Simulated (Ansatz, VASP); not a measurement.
## FeICl (1T-FeClI monolayer): VASP beside Ansatz

One calculation is typed for both programs; each brings its own data sets. How far apart do they land? The structure shown is the start of the Ansatz relaxation below; VASP solves that cell, so the two are compared at the walk's first step.

Main program and level: Ansatz 0.2.0; plane waves, with VASP 6.6.1 beside it; single point at PBE with D3(BJ).

## 1. Starting point

The cell holds 3 atoms: 1 I, 1 Fe and 1 Cl. Its edges and angles: a = 3.604 Å, b = 3.604 Å, c = 36.229 Å, α = 90.0°, β = 90.0°, γ = 120.0°. Vacuum lies along c.

## 2. Ansatz: relaxation, PBE with D3(BJ)

Ansatz runs on its PAW soft_1 files.

The two programs are compared at the cell with which this relaxation starts, whose forces are those of its first step.

File input.yaml:

```yaml
crystal:
  lattice:
    - [3.603982, 0.0, 0.0]
    - [-1.801991, 3.1211399668, 0.0]
    - [0.0, 0.0, 36.2293845382]
  atoms:
    - { symbol: I, position: [0.6666666667, 0.3333333333, 0.46371199] }
    - { symbol: Fe, position: [0.0, 0.0, 0.509628601], spin: 4.0 }
    - { symbol: Cl, position: [0.3333333333, 0.6666666667, 0.53628801] }
  periodic: [true, true, false]
magnetization:
  spin_polarized: true
kpoints:
  mp_grid: { grid: [12, 12, 1] }
hamiltonian:
  xc: pbe
  dispersion: d3bj
  pseudopotentials: { kind: paw, azcp: { folder: soft_1 } }
scf:
  occupations: { method: fermi_dirac, width: 0.05 }
  convergence: { dr2_threshold: 1.0e-09 }
relax:
  f_tol: 0.004
  max_steps: 90
  cell: {}
output:
  write_potential: true
  write_density: true
  volumetric_format: npy
```

Run with:

```console
> ansatz run input.yaml --threads 2 --pin off --max-ram 3072MiB --backend cpu --events-out ev --progress --plain --runs-dir out
```

Numbers of over 12 decimals in the logs are rounded to 6 here.

The program printed:

```text
Warning: relax.cell: scf.convergence.dr2_threshold = 1e-9 eV is looser than the 1.88086177887e-10 eV advised for a relaxation that steers and ends on the stress (1e-10 eV for each atom of the cell: 3, times the square of relax.cell.stress_2d_tol = 0.05 N/m over 12.6 Å (the atoms' height at the walk's start and 5 Å past either face), 3.959e-2 GPa, over a crystal's default 0.05). What an SCF threshold leaves in a stress goes as its square root, and in the free energy as the threshold itself, and one threshold admits the most on a small cell: [figures from the program's tests cut] Set scf.convergence.dr2_threshold to 1.88086177887e-10 eV or tighter. [rest of the remark cut]
Engine: ansatz 0.2.0, aarch64-unknown-linux-gnu
Pseudopotentials: kind: paw
Pseudopotential: I, paw, valence charge 17, recommended cutoff 420 eV (normal), soft_1/I.paw.azcp
Pseudopotential: Fe, paw, valence charge 16, recommended cutoff 420 eV (normal), soft_1/Fe.paw.azcp
Pseudopotential: Cl, paw, valence charge 7, recommended cutoff 420 eV (normal), soft_1/Cl.paw.azcp
Functional definition: PBE
  parameter kappa = 0.804
  parameter beta = 0.066725
  exchange = pbe_x(kappa = kappa, mu = beta*pi^2/3)
  correlation = pbe_c(beta = beta)
Crystal: 3 atoms, lattice volume = 407.527 Å³
Basis set: ecut = 420 eV, 7861 PW (Γ), exchange–correlation on 50×50×486 points (8 copies of the dense FFT grid, shifted against one another)
Bands: 27, of which v1, the nominal top of the filled ones, is band 20 counted from 1 (19 counted from 0)
Symmetry: 6 space group operations
Space group: P3m1 (ITA 156), of the structure as read, at distance tolerance 7.4e-5 Å
Magnetic group: BNS 156.49 (UNI 1279), of the structure as read, at distance tolerance 7.4e-5 Å
k-points: 19 of 144 (time reversal used)
Non-local potential: I, projectors of the file, l = 0: 2, l = 1: 2, l = 2: 2, l = 3: 1
Non-local potential: Fe, projectors of the file, l = 0: 3, l = 1: 2, l = 2: 3, l = 3: 1
Non-local potential: Cl, projectors of the file, l = 0: 2, l = 1: 2, l = 2: 1
PAW form: soft (Blöchl's): semilocal exchange-correlation on the pseudo side does not see the compensation charge
PAW one-centre angular grid: I, 590 points (default); XC on 64 Gauss nodes
PAW one-centre angular grid: Fe, 590 points (default); XC on 64 Gauss nodes
PAW one-centre angular grid: Cl, 110 points (default); XC on 64 Gauss nodes
Initial density: superposition of atomic densities (neutral atoms: chi_scale 0, normalization atom)
Starting moments: Σ|m| = 4 μB on 1 of 3 sites
Initial wavefunctions: pseudopotential atomic-orbital guess
Functional: x = pbe(κ = 0.804, μ = 0.219515), c = pbe(β = 0.066725)
iter 1 solved again at ethr=1.04e-3 eV; its pass at ethr=3.10e-3 eV (dr2=4.14e-1 eV) is discarded
SCF iter   1: F=—  HF=-13073.248672 eV  |F-HF|=—  |Δ(HF+E_count)|=         —  Δρ=6.51e-3 (↑5.58e-3 ↓6.51e-3)  dr2=4.19e-1  dr2_m=5.09e-2  M=4.000 μB ∫|m|=4.007 μB  β_m=0.30  ethr=1.04e-3  ⟨swp⟩=1.8  Hψ=11503  notcnv=0
Mixer restart at iter 1: flushing history
preconditioner: auto → LDOS  [metal: Δε(μ)=0.048 eV  Ē_g=10.539 eV  σ=0.050 eV  W_gap=0.24  n_scr=20 (ndim 8)  ℏωp=8.6 eV  f_vac=0.816  D(μ)=1.74/eV (n_scr^D=10)]
spin=Collinear: LDOS preconditioning applied to the charge; magnetization (m = ρ↑ − ρ↓) channel mixes plain (no charge-response kernel on spin).
SCF iter   2: F=—  HF=-13073.591856 eV  |F-HF|=—  |Δ(HF+E_count)|=   3.43e-1  Δρ=4.54e-3 (↑4.29e-3 ↓4.54e-3)  dr2=1.40e-1  dr2_m=3.51e-2  M=3.997 μB ∫|m|=4.006 μB  β_m=0.42  ethr=1.04e-3  ⟨swp⟩=4.7  Hψ=2626  notcnv=0  defer=22
SCF iter   3: F=—  HF=-13073.964546 eV  |F-HF|=—  |Δ(HF+E_count)|=         —  Δρ=5.26e-3 (↑5.26e-3 ↓4.54e-3)  dr2=3.98e-2  dr2_m=7.64e-2  M=3.844 μB ∫|m|=3.859 μB  β_m=0.42  ethr=3.51e-4  ⟨swp⟩=4.7  Hψ=2650  notcnv=0  defer=58
SCF iter   4: F=—  HF=-13074.022175 eV  |F-HF|=—  |Δ(HF+E_count)|=         —  Δρ=3.72e-3 (↑3.72e-3 ↓3.50e-3)  dr2=9.08e-3  dr2_m=4.33e-2  M=3.827 μB ∫|m|=3.844 μB  β_m=0.42  ethr=9.95e-5  ⟨swp⟩=2.9  Hψ=1847  notcnv=0  defer=61
SCF iter   5: F=—  HF=-13074.055628 eV  |F-HF|=—  |Δ(HF+E_count)|=   3.35e-2  Δρ=2.62e-3 (↑2.62e-3 ↓2.51e-3)  dr2=4.00e-3  dr2_m=2.21e-2  M=3.812 μB ∫|m|=3.832 μB  β_m=0.69  ethr=2.27e-5  ⟨swp⟩=2.8  Hψ=1893  notcnv=0  defer=61
[...]
Mixer restart at iter 8: flushing history
iter 9 met the thresholds in force, and the SCF goes on: an eigenvalue changes by 0.13 meV, over its tolerance of 0.06 meV (output.eigenvalues, Limitations)
SCF iter   9: F=-13074.749428 eV  HF=-13074.749428 eV  |F-HF|=4.64e-10  |Δ(HF+E_count)|=   7.85e-9  Δρ=1.34e-7 (↑5.01e-8 ↓1.34e-7)  dr2=3.97e-10  dr2_m=8.24e-12  M=3.999 μB ∫|m|=4.023 μB  β_m=1.00  ethr=1.00e-12  ⟨swp⟩=9.5  Hψ=6216  notcnv=0  κ⁻¹=1.0e0(r=1)
SCF iter  10: F=-13074.749428 eV  HF=-13074.749428 eV  |F-HF|=4.37e-11  |Δ(HF+E_count)|=  9.46e-11  Δρ=2.68e-8 (↑6.84e-9 ↓2.68e-8)  dr2=7.13e-12  dr2_m=6.12e-13  M=3.999 μB ∫|m|=4.023 μB  ethr=1.00e-12  ⟨swp⟩=7.2  Hψ=5351  notcnv=0
WARN: dispersion: an atom stands within reach of a switch of its C6 between two reference coordination numbers of its element: through that C6 alone, e_disp changes by 0.025 eV or more while the distances to its neighbours run over a stretch of 0.05 Å that contains this geometry (sites counted from 0 in the run's list of atoms or, in a supercell that it derives, in that cell's: here a list of 3) — site 1 (Fe): coordination number 5.150 (about 4.86 to 5.43 with every neighbour 0.05 Å farther or nearer), switch near 5.393 between the references 1.648 (weight 1.00) and 9.138 (weight 0.00), e_disp changing by some 0.11 eV. [rest of the remark cut]
SCF 9 converged in 10 iterations: F = -13074.749428 eV  dr2 = 7.13e-12
relax step   9: F+E_penalty+E_count = -13074.74942827 eV  Δ(F+E_penalty+E_count) = -1.390e-3 eV  max|allowed force component| = 8.350e-4 eV/Å  Δτ_max = 0.0000 Å  P = -0.008 N/m  Ω = 442.188 Å³  fix = [c, alpha, beta]  reactions: c -0.000 N/m  stress off target by 8.06e-3 N/m on what of the cell is left free  SCF on the basis re-selected at this cell (its energy is not comparable with the rows above)  (10 SCF iters)
basis re-selected at this cell: Δ(F+E_penalty+E_count) = -1.390e-3 eV, ΔP = -0.008 N/m vs the last step (what re-selecting the basis moved, of the pressure what is left beyond the Pulay correction that the steps carried, after the strain that the cell walked since its last selection, with what the two solves' SCF thresholds leave and, on support functions, any second-order correction that the steps lacked; it is no measure of the basis error at this ecutwfc). The dense FFT grid was sized anew with the basis: this SCF ran on 27×27×243 points, the steps before it on 25×25×243, so part of this shift can come from that change (see relax.cell in the input reference). [rest of the remark cut]
WARN: The output density's exchange-correlation potential varies sharply where the density is thin. Do not read a vacuum level from v_tot or v_xc, or from such a field of the output density. On a cell that repeats whose density bears no net charge and no dipole along the vacuum's axis use v_es (v_loc + v_h of the components); under efield.dipole_correction with no amplitude use v_es + v_field, which holds any externa [...]
SCF converged after 10 iterations
an eigenvalue changed by more than its tolerance at an iteration that met the thresholds in force, so the SCF went on 3 times, its first undamped step at iteration 8: the last check found none over its tolerance
Magnetization: 3.9989 μB (21.9995 up, 18.0005 down)
Absolute magnetization: 4.0235 μB (∫|ρ↑−ρ↓|, with the PAW one-centre terms)
Spin contamination: 0.0162 ħ² per cell (⟨S²⟩ above its minimum at these occupations)
Per-site moments (μB) at R_I (Å): [(0.193594, 1.144004), (3.403434, 1.034275), (0.132304, 1.034275)]
Free energy (F): -13074.749428 eV
Harris-Foulkes:  -13074.749428 eV  (|F-HF|=4.37e-11)
Internal energy: -13074.728533 eV  (E = F + TS)
E sigma→0 (E₀):  -13074.738981 eV
Entropy (-TS):   -0.020895 eV (-6.965 meV/atom)
Fermi energy:    -5.063133 eV
--- Per-component energies (eV) ---
  E_band       = -1267.273812
  E_kinetic    = 634.840294
  E_local      = -95758.401911  (includes V_loc(G=0)·N_el)
  E_nonlocal   = 444.876190
  E_hartree    = 47218.835957
  E_xc         = -322.533415
  E_vxc        = -364.943789  (∫ρ·V_xc dr)
  E_paw        = -6828.376949  (= ΣΔE_a)
  E_vpaw       = -661.312822  (= ΣTr[D̂ρ^β])
  E_aug_tail   = -0.003445  (compensation charges beyond the density's cutoff)
  E_ewald      = 41536.734751
  E_disp       = -0.700004  (pairwise vdW)
  E_smearing   = -0.020895  (= −TS)
  E_closure    = -0.000000  (closes the sum)
  Σ components = -13074.749428   (vs F -13074.749428, Δ=0.00e0)
--- Forces (eV/Å), atoms counted from 1 ---
  atom   1  I      0.00000000    -0.00000000     0.00082236
  atom   2  Fe     0.00000000     0.00000000     0.00001259
  atom   3  Cl     0.00000000     0.00000000    -0.00083508
  max |Σ_I F_I| component: 1.28e-7 eV/Å
--- 2D stress c σ (N/m, compression-positive) ---
       -0.008061      -0.000000       0.000000
       -0.000000      -0.008061       0.000000
        0.000000       0.000000      -0.000000
  P = ½ c Tr σ = -0.0081 N/m
--- Band table (eV; the first three rows and the last of 38) ---
  k-point 0 ↑: bands = [... 16 lower, -8.0885, -7.7025, -7.1797, -7.1797, -5.2544, -5.2544, -2.2345, -0.7689, ... 3 higher]
  k-point 1 ↑: bands = [... 16 lower, -8.1309, -7.7466, -7.2283, -7.1840, -5.6180, -5.3235, -2.0096, -0.6295, ... 3 higher]
  k-point 2 ↑: bands = [... 16 lower, -8.1870, -7.7604, -7.2766, -7.2279, -6.3127, -5.4809, -1.4832, -0.3905, ... 3 higher]
  k-point 18 ↓: bands = [... 16 lower, -7.8885, -4.9683, -4.8174, -4.6609, -4.0250, -3.5501, -0.5892, 0.8585, ... 3 higher]
  the weakly bound empty levels are not read free of the cell's end (no_gap_told)
--- Relaxed structure (8 steps of the walk, 8 accepted, 1 SCFs on fresh bases) ---
  F+E_penalty+E_count = -13074.74942827 eV   max|allowed force component| = 8.350e-4 eV/Å   (the final SCF, on the basis selected at the relaxed cell)
  cell:  # Å, volume = 442.1882 Å³
    - [3.754117, 0, 0]
    - [-1.877058, 3.251161, 0]
    - [0, 0, 36.2293845382]
  atoms:
    - { symbol: I, position: [0.666667, 0.333333, 0.459774] }
    - { symbol: Fe, position: [0, 0, 0.507531] }
    - { symbol: Cl, position: [0.333333, 0.666667, 0.542324] }
```

(Part 1 of 2 ends here.)

[Lines on the potential files, build, host, timing and source positions are cut from VASP's logs without a mark.]

[Logs are printed without paths, hosts, clocks, repeated set-up lines and the standing remarks that a program may print on its own settings, such as how far it seeks lower states.]

[Hosts, paths, dates, database ids (printed as entryN), source tags and the programs' standing remarks are cut or masked in the printed files.]
